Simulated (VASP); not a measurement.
Output of a VASP run:

### OUTCAR
```
 ion  position               nearest neighbor table
   1  0.000  0.000  0.000-
  LATTYP: Found a body centered cubic cell.
 ALAT       =     2.8700000000
 Subroutine PRICEL returns:
 Original cell was already a primitive cell.
 Subroutine GETGRP returns: Found 48 space group operations
The static configuration has the point symmetry O_h .
The dynamic configuration has the point symmetry O_h .
The overall configuration has the point symmetry O_h .
 Subroutine INISYM returns: Found 48 space group operations
 Subroutine IBZKPT returns following result:
 Found    145 irreducible k-points:

 Following reciprocal coordinates:
            Coordinates               Weight
  0.000000  0.000000  0.000000      1.000000
  0.062500  0.000000  0.000000     12.000000
  0.125000  0.000000  0.000000     12.000000
  0.187500  0.000000  0.000000     12.000000
  0.250000  0.000000  0.000000     12.000000
  0.312500  0.000000  0.000000     12.000000
  0.375000  0.000000  0.000000     12.000000
  0.437500  0.000000  0.000000     12.000000
  0.500000  0.000000  0.000000      6.000000
  0.062500  0.062500  0.000000     24.000000
  0.125000  0.062500 -0.000000     48.000000
  0.187500  0.062500  0.000000     48.000000
  0.250000  0.062500 -0.000000     48.000000
  0.312500  0.062500 -0.000000     48.000000
  0.375000  0.062500 -0.000000     48.000000
  0.437500  0.062500  0.000000     48.000000
  0.125000  0.125000  0.000000     24.000000
  0.187500  0.125000 -0.000000     48.000000
  0.250000  0.125000 -0.000000     48.000000
  0.312500  0.125000 -0.000000     48.000000
  0.375000  0.125000  0.000000     48.000000
  0.437500  0.125000  0.000000     24.000000
  0.187500  0.187500  0.000000     24.000000
  0.250000  0.187500 -0.000000     48.000000
  0.312500  0.187500  0.000000     48.000000
  0.375000  0.187500  0.000000     48.000000
  0.250000  0.250000  0.000000     24.000000
  0.312500  0.250000  0.000000     48.000000
  0.375000  0.250000 -0.000000     24.000000
  0.312500  0.312500  0.000000     24.000000
  0.062500  0.062500  0.062500      8.000000
  0.125000  0.062500  0.062500     24.000000
  0.187500  0.062500  0.062500     24.000000
  0.250000  0.062500  0.062500     24.000000
  0.312500  0.062500  0.062500     24.000000
  0.375000  0.062500  0.062500     24.000000
  0.437500  0.062500  0.062500     12.000000
 -0.062500  0.062500  0.062500      6.000000
  0.125000  0.125000  0.062500     24.000000
  0.187500  0.125000  0.062500     48.000000
   k-points           NKPTS =    145   k-points in BZ     NKDIM =    145   number of bands    NBANDS=      9
   number of dos      NEDOS =    301   number of ions     NIONS =      1
   total plane-waves  NPLWV =   5832
   dimension x,y,z NGX =    18 NGY =   18 NGZ =   18
   dimension x,y,z NGXF=    36 NGYF=   36 NGZF=   36
   ions per type =               1
   PREC   = accura    normal or accurate (medium, high low for compatibility)
   ISTART =      0    job   : 0-new  1-cont  2-samecut
   ICHARG =      2    charge: 1-file 2-atom 10-const
   ISPIN  =      2    spin polarized calculation?
   LNONCOLLINEAR =      F non collinear calculations
   LSORBIT =      F    spin-orbit coupling
   INIWAV =      1    electr: 0-lowe 1-rand  2-diag
   ENCUT  =  520.0 eV  38.22 Ry    6.18 a.u.   4.62  4.62  4.62*2*pi/ulx,y,z
   NELM   =    100;   NELMIN=  2; NELMDL= -5     # of ELM steps
   EDIFF  = 0.1E-05   stopping-criterion for ELM
   LREAL  =      F    real-space projection
   NLSPLINE    = F    spline interpolate recip. space projectors
   LMAXMIX     =    4 max onsite mixed and CHGCAR
   VOSKOWN=      0    Vosko Wilk Nusair interpolation
   EDIFFG = -.1E-01   stopping-criterion for IOM
   NSW    =     60    number of steps for IOM
   NBLOCK =      1;   KBLOCK =     60    inner block; outer block
   IBRION =      2    ionic relax: 0-MD 1-quasi-New 2-CG
...
```

**OSZICAR**
```
...
DAV:   3    -0.925229604259E+01    0.10097E+00   -0.58762E-01  5569   0.137E+01    0.379E+00
DAV:   4    -0.923785795440E+01    0.14438E-01   -0.68006E-03  5607   0.140E+00    0.127E+00
DAV:   5    -0.922471491590E+01    0.13143E-01   -0.17313E-02  5591   0.140E+00    0.158E-01
DAV:   6    -0.922465784388E+01    0.57072E-04   -0.32051E-04  5481   0.276E-01    0.621E-02
DAV:   7    -0.922466972785E+01   -0.11884E-04   -0.15156E-05  5430   0.674E-02    0.385E-02
DAV:   8    -0.922467539988E+01   -0.56720E-05   -0.45053E-06  5471   0.285E-02    0.127E-02
DAV:   9    -0.922467483182E+01    0.56806E-06   -0.39038E-07  2621   0.798E-03
   3 F= -.92246748E+01 E0= -.92245697E+01  d E =-.126630E+00  mag=     1.9338
       N       E                     dE             d eps       ncg     rms          rms(c)
DAV:   1    -0.922564850898E+01   -0.97311E-03   -0.20214E-02  5434   0.273E+00    0.274E-01
DAV:   2    -0.922489629847E+01    0.75221E-03   -0.75760E-03  5486   0.143E+00    0.207E-01
DAV:   3    -0.922483725793E+01    0.59041E-04   -0.34192E-04  5566   0.328E-01    0.890E-02
DAV:   4    -0.922482831719E+01    0.89407E-05   -0.38787E-06  5480   0.345E-02    0.188E-02
DAV:   5    -0.922482047369E+01    0.78435E-05   -0.90815E-06  5466   0.308E-02    0.299E-03
DAV:   6    -0.922482053004E+01   -0.56343E-07   -0.15859E-07  2615   0.512E-03
   4 F= -.92248205E+01 E0= -.92247261E+01  d E =-.126775E+00  mag=     1.9275
       N       E                     dE             d eps       ncg     rms          rms(c)
DAV:   1    -0.922534238234E+01   -0.52191E-03   -0.13208E-02  5430   0.221E+00    0.220E-01
DAV:   2    -0.922485410389E+01    0.48828E-03   -0.48969E-03  5487   0.115E+00    0.166E-01
DAV:   3    -0.922481641397E+01    0.37690E-04   -0.21932E-04  5570   0.263E-01    0.715E-02
DAV:   4    -0.922481070781E+01    0.57062E-05   -0.24593E-06  4928   0.274E-02    0.152E-02
DAV:   5    -0.922480571780E+01    0.49900E-05   -0.58439E-06  5502   0.246E-02    0.239E-03
DAV:   6    -0.922480575432E+01   -0.36519E-07   -0.93852E-08  2615   0.380E-03
   5 F= -.92248058E+01 E0= -.92247220E+01  d E =-.126761E+00  mag=     1.9225
       N       E                     dE             d eps       ncg     rms          rms(c)
DAV:   1    -0.922564890085E+01   -0.84318E-03   -0.21019E-02  5432   0.279E+00    0.271E-01
DAV:   2    -0.922487591801E+01    0.77298E-03   -0.74873E-03  5486   0.142E+00    0.201E-01
DAV:   3    -0.922482249173E+01    0.53426E-04   -0.29271E-04  5562   0.304E-01    0.919E-02
DAV:   4    -0.922481302408E+01    0.94676E-05   -0.32204E-06  5459   0.300E-02    0.193E-02
DAV:   5    -0.922480481742E+01    0.82067E-05   -0.94627E-06  5512   0.286E-02    0.277E-03
DAV:   6    -0.922480488863E+01   -0.71217E-07   -0.78327E-08  2615   0.331E-03
   6 F= -.92248049E+01 E0= -.92247082E+01  d E =0.865686E-06  mag=     1.9288
       N       E                     dE             d eps       ncg     rms          rms(c)
DAV:   1    -0.922503927152E+01   -0.23445E-03   -0.51541E-03  5431   0.138E+00    0.137E-01
DAV:   2    -0.922484766618E+01    0.19161E-03   -0.18965E-03  5485   0.715E-01    0.103E-01
DAV:   3    -0.922483328033E+01    0.14386E-04   -0.81610E-05  5551   0.160E-01    0.452E-02
DAV:   4    -0.922483095554E+01    0.23248E-05   -0.87454E-07  3172   0.164E-02    0.962E-03
DAV:   5    -0.922482892331E+01    0.20322E-05   -0.23209E-06  5043   0.147E-02    0.141E-03
DAV:   6    -0.922482893642E+01   -0.13109E-07   -0.28787E-08  2613   0.196E-03
   7 F= -.92248289E+01 E0= -.92247383E+01  d E =-.231821E-04  mag=     1.9257
```

### OUTCAR
```
------------------------ aborting loop because EDIFF is reached ----------------------------------------
  FORCE on cell =-STRESS in cart. coord.  units (eV):
  Direction    XX          YY          ZZ          XY          YZ          ZX
  --------------------------------------------------------------------------------------
  Total       -0.0013680     -0.0013680     -0.0013680      0.0000000      0.0000000     -0.0000000
  in kB       -0.2119666     -0.2119666     -0.2119666      0.0000000      0.0000000     -0.0000000
  external PRESSURE =      -0.2119666 kB  Pullay stress =       0.0000000 kB
  volume of cell :       10.34
      direct lattice vectors                 reciprocal lattice vectors
    -1.372441666  1.372441666  1.372441666     0.000000000  0.364314209  0.364314209
     1.372441666 -1.372441666  1.372441666     0.364314209  0.000000000  0.364314209
     1.372441666  1.372441666 -1.372441666     0.364314209  0.364314209  0.000000000
 POSITION                                       TOTAL-FORCE (eV/Angst)
 -----------------------------------------------------------------------------------
      0.00000      0.00000      0.00000         0.000000     -0.000000      0.000000
 -----------------------------------------------------------------------------------
    total drift:                                0.000000     -0.000000      0.000000
  FREE ENERGIE OF THE ION-ELECTRON SYSTEM (eV)
  ---------------------------------------------------
  free  energy   TOTEN  =        -9.2248289364 eV

  energy  without entropy=       -9.2245569421  energy(sigma->0) =       -9.22473827

 total charge

# of ion       s       p       d       tot
------------------------------------------
    1        0.530   0.622   6.339   7.491

 magnetization (x)

# of ion       s       p       d       tot
------------------------------------------
    1       -0.008  -0.029   1.929   1.892

 reached required accuracy - stopping structural energy minimisation
```
(Selected blocks of OUTCAR.)

File POSCAR:
```
Fe
1
   -1.4350000000     1.4350000000     1.4350000000
    1.4350000000    -1.4350000000     1.4350000000
    1.4350000000     1.4350000000    -1.4350000000
Fe
1
Direct
  0.0000000000   0.0000000000   0.0000000000
```

Task: Write an INCAR and KPOINTS that could have produced this output.

Result: One answer among several that fit: the input of the run itself, LDA (Ceperley-Alder, Perdew-Zunger), plane waves, VASP's LDA PAW potentials (set 64).

INCAR:
```
ALGO=Normal
EDIFF=1E-6
EDIFFG=-0.01
ENCUT=520
IBRION=2
ISIF=3
ISMEAR=1
ISPIN=2
LASPH=.TRUE.
LCHARG=.FALSE.
LMAXMIX=4
LORBIT=10
LREAL=.FALSE.
LWAVE=.FALSE.
MAGMOM=2.5
NELM=100
NSW=60
PREC=Accurate
SIGMA=0.1
SYSTEM=Fe
```

### KPOINTS
```
Regular mesh
0
gamma
  16 16 16
0 0 0
```

POTCAR, in this order: Fe (LDA.64 set). Program: vasp_std.

Energy and stress use the plane-wave basis of the starting cell.

The compound is Fe in the bcc structure. This run relaxes it. Symmetry was kept, so distortions that lower it aren't found.
